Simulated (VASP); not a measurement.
Molecule: GeSe (Germanium monoselenide), in a box.

```
Ge Se
1.0
     9.00000    0.00000    0.00000
     0.00000    9.00000    0.00000
     0.00000    0.00000   12.00000
Ge Se
1 1
Direct
  0.50144 0.50233 0.41389
  0.50144 0.50233 0.59178
```

Program: VASP 6.6.1. Alike in all runs: potentials or basis VASP PAW PBE potentials, release 64 (Ge_d, Se); no spin polarisation; cell as given; k mesh 1 × 1 × 1; cutoff (eV) 520; smearing gaussian 0.01 eV.

Problem. Order these runs on this cell by their band gap on the k mesh, lowest first.
A. level PBE0+D3(BJ); grid for exact exchange (PRECFOCK) Normal; exchange at q = 0 default
B. level HSE06+D4; grid for exact exchange (PRECFOCK) Fast; screening parameter 0.2 1/A
C. level r2SCAN+D4
D. level PBE+TS
E. level r2SCAN0+D4; grid for exact exchange (PRECFOCK) Normal; exchange at q = 0 truncated

Solution. D (3.44 eV), C (3.77 eV), B (4.38 eV), A (5.15 eV), E (5.34 eV).

